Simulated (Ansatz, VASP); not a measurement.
**Cross-check of C (amorphous carbon) between VASP and Ansatz**

Wanted: the spread between two codes on one cell, functional and k mesh. The cell is taken from a series of runs on this material, whose earlier steps may have relaxed, scaled, displaced or heated it; both programs get it as it stands.

Program: Ansatz 0.2.0. Level of theory: plane waves, with VASP 6.6.1 beside it; single point at PBE. Results are calculated unless marked as measured.

**1. Starting point**

The cell holds 160 atoms: 160 C. Cell: a = 10.861 Å, b = 10.861 Å, c = 10.861 Å, α = 90.0°, β = 90.0°, γ = 90.0°. As first built, before any earlier steps moved the atoms (in the runner's words): 160 atoms (160 C) placed at random at 2.49 g/cm^3, melted at 5500 K for 10 ps at fixed volume with the LCBOP (Los and Fasolino, Phys. Rev. B 68, 024107 (2003)). Quenched from 5500 K to 700 K at 500 K/ps and fixed volume, held 5 ps.

**2. VASP: single point, PBE**

With cell and atoms fixed, the geometry can't cause a difference; cores, projectors, grids and the points listed under the comparison can.

Lines of VASP's logs that name or quote its potential files are left out, and so is its time.

INCAR

```
SYSTEM = C
PREC = Accurate
ENCUT = 600
EDIFF = 1E-06
NELM = 120
ISMEAR = -1
SIGMA = 0.025
LREAL = Auto
ALGO = Normal
GGA = PE
NBANDS = 432
LORBIT = 11
LWAVE = .FALSE.
LCHARG = .FALSE.
ISIF = 2
LASPH = .TRUE.
GGA_COMPAT = .FALSE.
```

POSCAR

```
C
1.0
   10.8607000000      0.0000000000      0.0000000000
    0.0000000000     10.8607000000      0.0000000000
    0.0000000000      0.0000000000     10.8607000000
C
160
Direct
    0.7247300000      0.6614700000      0.1932900000
    0.8296700000      0.0720200000      0.7997000000
    0.1626900000      0.1409000000      0.8979200000
    0.6212300000      0.2778900000      0.4628800000
    0.1825100000      0.2520800000      0.6800100000
    0.3712600000      0.8520900000      0.0374100000
    0.5987700000      0.6283700000      0.6362100000
    0.2407200000      0.7382800000      0.2761700000
    0.4584700000      0.6704600000      0.3218300000
    0.1583700000      0.0866500000      0.1223000000
    0.4662700000      0.5994400000      0.6657400000
    0.5924300000      0.1039000000      0.9853100000
    0.7316800000      0.9731000000      0.5552200000
    0.6033900000      0.7859800000      0.4958400000
    0.6566500000      0.8782100000      0.0442600000
    0.9565500000      0.5488700000      0.7438300000
    0.9501300000      0.0661700000      0.5592900000
    0.8007200000      0.1093400000      0.3821800000
    0.7968400000      0.3463800000      0.7753700000
    0.1298100000      0.4412000000      0.5715100000
    0.3989300000      0.8033400000      0.5790200000
    0.9144600000      0.9651500000      0.7664500000
    0.4758900000      0.7499300000      0.9876100000
    0.4722200000      0.9843700000      0.7594000000
    0.1379300000      0.1527000000      0.4770900000
    0.5150500000      0.3298200000      0.9967500000
    0.1726900000      0.3148200000      0.2402600000
    0.3309700000      0.0094700000      0.7812000000
    0.5597600000      0.2838000000      0.1283400000
    0.5287000000      0.0356300000      0.6632000000
[... 124 atom lines left out ...]
    0.3707500000      0.3046700000      0.9779600000
    0.6911100000      0.3639400000      0.8466200000
    0.2378400000      0.8530300000      0.0109800000
    0.1971000000      0.1046800000      0.3578600000
    0.8039700000      0.3069400000      0.5651200000
    0.2501800000      0.9676000000      0.6831200000
```

KPOINTS

```
Automatic mesh
0
Gamma
1 1 1
0 0 0
```

The projector-augmented-wave data sets are C (PBE family, release 64).

Launch:

```sh
$ export OMP_NUM_THREADS=3
$ mpirun -np 1 vasp_gam
```

Numbers of over 12 decimals in the logs are rounded to 6 here.

The program printed:

```text
[banner, memory and clock lines left out]
running    1 mpi-ranks, on    1 nodes
[...]
Offloading initialized ...    1 GPUs detected
[...]
LDA part: xc-table for (Slater+PW92), standard interpolation
 POSCAR, INCAR and KPOINTS ok, starting setup
[...]
entering main loop
       N       E                     dE             d eps       ncg     rms          rms(c)
DAV:   1     0.473976406144E+04    0.47398E+04   -0.41055E+05   864   0.168E+03
DAV:   2    -0.921953538685E+03   -0.56617E+04   -0.53249E+04  1088   0.357E+02
DAV:   3    -0.138012836736E+04   -0.45817E+03   -0.44047E+03  1048   0.970E+01
DAV:   4    -0.139359846892E+04   -0.13470E+02   -0.13328E+02  1024   0.177E+01
[...]
DAV:  19    -0.132201014852E+04   -0.37311E-05   -0.11171E-05   968   0.613E-03    0.678E-03
DAV:  20    -0.132201015043E+04   -0.19194E-05   -0.46598E-06   912   0.374E-03    0.315E-03
DAV:  21    -0.132201015056E+04   -0.12575E-06   -0.78060E-07   544   0.174E-03
   1 F= -.13220102E+04 E0= -.13219620E+04  d E =-.962671E-01
```

OUTCAR, selected parts (step 2):

```text
  FREE ENERGIE OF THE ION-ELECTRON SYSTEM (eV)
  ---------------------------------------------------
  free  energy   TOTEN  =     -1322.0101505605 eV

  energy  without entropy=    -1321.9138834595  energy(sigma->0) =    -1321.96201701
```

The run ends at a pressure of -1.87 GPa, with forces up to 6.0 eV/Å.

**3. Ansatz: single point, PBE**

Ansatz runs on its default PAW (the set named soft_2) files.

The same cell, functional, mesh and smearing now go to Ansatz, which takes its cutoff from its data sets.

input.yaml

```yaml
crystal:
  lattice:
    - [10.8607, 0.0, 0.0]
    - [0.0, 10.8607, 0.0]
    - [0.0, 0.0, 10.8607]
  atoms:
    - { symbol: C, position: [0.72473, 0.66147, 0.19329] }
    - { symbol: C, position: [0.82967, 0.07202, 0.7997] }
    - { symbol: C, position: [0.16269, 0.1409, 0.89792] }
    - { symbol: C, position: [0.62123, 0.27789, 0.46288] }
    - { symbol: C, position: [0.18251, 0.25208, 0.68001] }
    - { symbol: C, position: [0.37126, 0.85209, 0.03741] }
    - { symbol: C, position: [0.59877, 0.62837, 0.63621] }
    - { symbol: C, position: [0.24072, 0.73828, 0.27617] }
    - { symbol: C, position: [0.45847, 0.67046, 0.32183] }
    - { symbol: C, position: [0.15837, 0.08665, 0.1223] }
    - { symbol: C, position: [0.46627, 0.59944, 0.66574] }
    - { symbol: C, position: [0.59243, 0.1039, 0.98531] }
    - { symbol: C, position: [0.73168, 0.9731, 0.55522] }
    - { symbol: C, position: [0.60339, 0.78598, 0.49584] }
    - { symbol: C, position: [0.65665, 0.87821, 0.04426] }
    - { symbol: C, position: [0.95655, 0.54887, 0.74383] }
    - { symbol: C, position: [0.95013, 0.06617, 0.55929] }
    - { symbol: C, position: [0.80072, 0.10934, 0.38218] }
    - { symbol: C, position: [0.79684, 0.34638, 0.77537] }
    - { symbol: C, position: [0.12981, 0.4412, 0.57151] }
    - { symbol: C, position: [0.39893, 0.80334, 0.57902] }
    - { symbol: C, position: [0.91446, 0.96515, 0.76645] }
    - { symbol: C, position: [0.47589, 0.74993, 0.98761] }
    - { symbol: C, position: [0.47222, 0.98437, 0.7594] }
    - { symbol: C, position: [0.13793, 0.1527, 0.47709] }
    - { symbol: C, position: [0.51505, 0.32982, 0.99675] }
    - { symbol: C, position: [0.17269, 0.31482, 0.24026] }
    - { symbol: C, position: [0.33097, 0.00947, 0.7812] }
    - { symbol: C, position: [0.55976, 0.2838, 0.12834] }
    - { symbol: C, position: [0.5287, 0.03563, 0.6632] }
[... 124 atom lines left out ...]
    - { symbol: C, position: [0.37075, 0.30467, 0.97796] }
    - { symbol: C, position: [0.69111, 0.36394, 0.84662] }
    - { symbol: C, position: [0.23784, 0.85303, 0.01098] }
    - { symbol: C, position: [0.1971, 0.10468, 0.35786] }
    - { symbol: C, position: [0.80397, 0.30694, 0.56512] }
    - { symbol: C, position: [0.25018, 0.9676, 0.68312] }
kpoints:
  mp_grid: { grid: [1, 1, 1] }
hamiltonian:
  xc: pbe
scf:
  occupations: { method: fermi_dirac, width: 0.025 }
output:
  forces: true
  stress: true
  populations: true
  dos:
    method: { smearing: { sigma: 0.15 } }
    de: 0.1
    projected: { site_lists: { C: [C] } }
  eigenvalues: true
  write_density: true
  write_potential: true
  volumetric_format: npy
```

Launch:

```sh
$ ansatz run input.yaml --threads 4 --pin off --max-ram 8192MiB --backend cpu --events-out ev --progress --plain --runs-dir out
```

The program printed:

```text
Engine: ansatz 0.2.0, aarch64-unknown-linux-gnu
Pseudopotentials: kind: paw
Pseudopotential: C, paw, valence charge 4, recommended cutoff 420 eV (normal), C.paw.azcp
Functional definition: PBE
  parameter kappa = 0.804
  parameter beta = 0.066725
  exchange = pbe_x(kappa = kappa, mu = beta*pi^2/3)
  correlation = pbe_c(beta = beta)
Crystal: 160 atoms, lattice volume = 1281.072 Å³
Basis set: ecut = 420 eV, 25173 PW (Γ), exchange–correlation on 150×150×150 points (8 copies of the dense FFT grid, shifted against one another)
Bands: 480, of which v1, the nominal top of the filled ones, is band 320 counted from 1 (319 counted from 0)
Symmetry: 1 space group operations
Space group: P1 (ITA 1), of the structure as read, at distance tolerance 1.1e-4 Å
k-points: 1
Non-local potential: C, projectors of the file, l = 0: 2, l = 1: 2, l = 2: 1
PAW form: soft (Blöchl's): semilocal exchange-correlation on the pseudo side does not see the compensation charge
PAW one-centre angular grid: C, 110 points (default); XC on 64 Gauss nodes
Initial density: superposition of atomic densities (neutral atoms: chi_scale 0, normalization atom), corrected by the library's trained network
Initial wavefunctions: pseudopotential atomic-orbital guess
Functional: x = pbe(κ = 0.804, μ = 0.219515), c = pbe(β = 0.066725)
SCF iter   1: F=—  HF=-39996.824181 eV  |F-HF|=—  |Δ(HF+E_count)|=         —  Δρ=1.49e-2  dr2=4.64e0  ethr=1.77e-3  ⟨swp⟩=6.0  Hψ=2122  notcnv=0  defer=101
preconditioner: auto → LDOS  [metal: Δε(μ)=0.011 eV  Ē_g=14.256 eV  σ=0.025 eV  W_gap=0.11  n_scr=304 (ndim 8)  ℏωp=26.2 eV  f_vac=0.011  D(μ)=52.94/eV (n_scr^D=460)  β→1.0]
SCF iter   2: F=—  HF=-39996.308312 eV  |F-HF|=—  |Δ(HF+E_count)|=   5.16e-1  Δρ=6.77e-3  dr2=7.26e-1  ethr=7.25e-4  ⟨swp⟩=3.0  Hψ=821  notcnv=0  defer=145
SCF iter   3: F=—  HF=-39996.187061 eV  |F-HF|=—  |Δ(HF+E_count)|=   1.21e-1  Δρ=3.00e-3  dr2=2.06e-1  ethr=1.13e-4  ⟨swp⟩=2.0  Hψ=622  notcnv=0  defer=145
SCF iter   4: F=—  HF=-39996.162231 eV  |F-HF|=—  |Δ(HF+E_count)|=   2.48e-2  Δρ=1.53e-3  dr2=5.23e-2  ethr=3.22e-5  ⟨swp⟩=2.0  Hψ=621  notcnv=0  defer=145
SCF iter   5: F=—  HF=-39996.155196 eV  |F-HF|=—  |Δ(HF+E_count)|=   7.03e-3  Δρ=7.13e-4  dr2=1.16e-2  ethr=8.18e-6  ⟨swp⟩=2.0  Hψ=557  notcnv=0  defer=145
SCF iter   6: F=—  HF=-39996.153790 eV  |F-HF|=—  |Δ(HF+E_count)|=   1.41e-3  Δρ=3.29e-4  dr2=2.36e-3  ethr=1.81e-6  ⟨swp⟩=2.0  Hψ=592  notcnv=0  defer=145
SCF iter   7: F=—  HF=-39996.153567 eV  |F-HF|=—  |Δ(HF+E_count)|=   2.24e-4  Δρ=1.74e-4  dr2=6.50e-4  ethr=3.69e-7  ⟨swp⟩=2.0  Hψ=557  notcnv=0  defer=145
SCF iter   8: F=—  HF=-39996.153466 eV  |F-HF|=—  |Δ(HF+E_count)|=   1.01e-4  Δρ=9.42e-5  dr2=1.80e-4  ethr=1.02e-7  ⟨swp⟩=2.0  Hψ=562  notcnv=0  defer=145
SCF iter   9: F=—  HF=-39996.153441 eV  |F-HF|=—  |Δ(HF+E_count)|=   2.50e-5  Δρ=5.10e-5  dr2=4.91e-5  ethr=2.81e-8  ⟨swp⟩=2.0  Hψ=473  notcnv=0  defer=145
SCF iter  10: F=—  HF=-39996.151073 eV  |F-HF|=—  |Δ(HF+E_count)|=   2.37e-3  Δρ=2.65e-5  dr2=1.32e-5  ethr=7.67e-9  ⟨swp⟩=2.0  Hψ=631  notcnv=0  defer=145
SCF iter  11: F=—  HF=-39996.151071 eV  |F-HF|=—  |Δ(HF+E_count)|=   1.61e-6  Δρ=1.32e-5  dr2=3.29e-6  ethr=2.07e-9  ⟨swp⟩=2.0  Hψ=607  notcnv=0  defer=145
SCF iter  12: F=—  HF=-39996.151071 eV  |F-HF|=—  |Δ(HF+E_count)|=   3.97e-7  Δρ=5.69e-6  dr2=6.38e-7  ethr=5.14e-10  ⟨swp⟩=2.0  Hψ=607  notcnv=0  defer=145
SCF iter  13: F=—  HF=-39996.151071 eV  |F-HF|=—  |Δ(HF+E_count)|=   5.53e-8  Δρ=2.69e-6  dr2=1.47e-7  ethr=9.96e-11  ⟨swp⟩=2.0  Hψ=556  notcnv=0  defer=145
SCF iter  14: F=-39996.151071 eV  HF=-39996.151071 eV  |F-HF|=3.67e-8  |Δ(HF+E_count)|=   1.06e-8  Δρ=1.48e-6  dr2=4.69e-8  ethr=1.56e-11  ⟨swp⟩=20.0  Hψ=4074  notcnv=0
SCF 1 converged in 14 iterations: F = -39996.151071 eV  dr2 = 4.69e-8
  greatest PAW one-centre occupation: 0.695 electrons in one spin orbital (limit 2), on the C atom at site 3 (counted from 0), in its partial waves of l = 0
SCF converged after 14 iterations
Free energy (F): -39996.151071 eV
Harris-Foulkes:  -39996.151071 eV  (|F-HF|=3.67e-8)
Internal energy: -39996.054695 eV  (E = F + TS)
E sigma→0 (E₀):  -39996.102883 eV
Entropy (-TS):   -0.096376 eV (-0.602 meV/atom)
Fermi energy:    8.192539 eV
--- Per-component energies (eV) ---
  E_band       = -367.854266
  E_kinetic    = 14350.738933
  E_local      = -20362.010517  (includes V_loc(G=0)·N_el)
  E_nonlocal   = 4335.662330
  E_hartree    = 5896.463464
  E_xc         = -7625.127805
  E_vxc        = -9442.529066  (∫ρ·V_xc dr)
  E_paw        = -15858.351280  (= ΣΔE_a)
  E_vpaw       = -1042.643334  (= ΣTr[D̂ρ^β])
  E_aug_tail   = 0.001179  (compensation charges beyond the density's cutoff)
  E_ewald      = -20733.431000
  E_smearing   = -0.096376  (= −TS)
  E_closure    = -0.000000  (closes the sum)
  Σ components = -39996.151071   (vs F -39996.151071, Δ=0.00e0)
--- Forces (eV/Å), atoms counted from 1 ---
[...]
atom 156  C     -1.77997630    -0.50273455    -1.01645760
  atom 157  C      1.11341096    -1.34727388    -1.57974348
  atom 158  C      1.30432895     2.30860846     2.02852086
  atom 159  C      0.29328190    -0.41152043    -1.17381190
  atom 160  C      0.21198712    -0.72904156    -0.11611346
  max |Σ_I F_I| component: 1.11e-4 eV/Å
--- Stress (GPa, compression-positive) ---
       -7.323458       4.051192       0.775655
        4.051192      -0.401597       1.273383
        0.775655       1.273383       2.158580
  P = ⅓ Tr σ = -1.8555 GPa (-18.555 kbar)
--- Band table (eV) ---
  k-point 0: bands = [... 316 lower, 7.9716, 8.0379, 8.1379, 8.1819, 8.1985, 8.2627, 8.3680, 8.4468, ... 156 higher]
--- Löwdin populations: 160 sites ---
  site symbol       q [e]
     0      C      4.0675
     1      C      3.9902
     2      C      4.0026
     3      C      3.9313
     4      C      4.0187
     5      C      4.0047
     6      C      3.9479
     7      C      3.9787
     8      C      3.9729
     9      C      3.9731
    10      C      3.9930
    11      C      3.9642
    12      C      3.9722
    13      C      3.9203
    14      C      3.9411
    15      C      3.9533
    16      C      4.0007
    17      C      4.0094
    18      C      3.9735
    19      C      3.9767
    20      C      3.9800
    21      C      3.9515
    22      C      3.9452
    23      C      4.0198
[...]
152      C      3.9446
   153      C      3.9381
   154      C      3.9600
   155      C      3.9632
   156      C      4.0302
   157      C      3.9856
   158      C      3.9424
   159      C      3.9673
  spilling = 0.007821 (of n_electrons = 640.000000)
```

Reading the cycles: dr2 is the Hartree energy of the density residual (eV), the measure of convergence; HF is the Harris–Foulkes estimate of the energy, which meets the free energy F at convergence.

**4. Side by side**

Known differences besides the potentials themselves: the cutoff is 420 eV in Ansatz and 600 eV in VASP (PREC = Accurate, projectors in real space). Total energies have different zeros and are not compared.

Compared:

```
      quantity  Ansatz   VASP  difference
pressure (GPa)   -1.86  -1.87       +0.01
```

Forces on 10 of the 160 atoms, those with the largest forces and the largest differences (eV/Å; atoms numbered as in POSCAR):

```
atom          Ansatz x, y, z            VASP x, y, z
 C13    -0.611, 2.758, 3.159    -0.612, 2.738, 3.149
 C48  -1.772, -2.832, -0.622  -1.792, -2.884, -0.665
 C51   -0.948, -3.726, 1.734   -0.948, -3.736, 1.743
 C53    -1.162, 1.135, 1.335    -1.196, 1.166, 1.379
 C71    -1.694, 4.051, 0.020    -1.696, 4.086, 0.025
 C89    2.569, 0.121, -2.981    2.566, 0.123, -2.961
 C95     1.371, 0.353, 0.694     1.316, 0.355, 0.663
C108  -0.139, -3.801, -1.439  -0.168, -3.794, -1.433
C136   2.560, -5.109, -1.699   2.568, -5.120, -1.709
C148   -1.429, 1.240, -3.548   -1.444, 1.261, -3.562
```

The forces differ by 16 meV/Å r.m.s., which is 1.2 % of the r.m.s. force of 1.395 eV/Å (both taken over all components).

**5. Summary of results**

- r.m.s. force difference (single point, PBE): 1.2 % of the r.m.s. force

**Reading.** The r.m.s. force difference is 1.2 % of the r.m.s. force (single point, PBE), within the 3 % picked in this series as the mark of a large difference. Such differences can come from data sets, numerical settings and the points named under the comparisons, not from the functional's error against experiment.

[Lines on the potential files, build, host, timing and source positions are cut from VASP's logs without a mark.]

[Logs are printed without paths, hosts, clocks, repeated set-up lines and the standing remarks that a program may print on its own settings, such as how far it seeks lower states.]

[Hosts, paths, dates, database ids (printed as entryN), source tags and the programs' standing remarks are cut or masked in the printed files.]
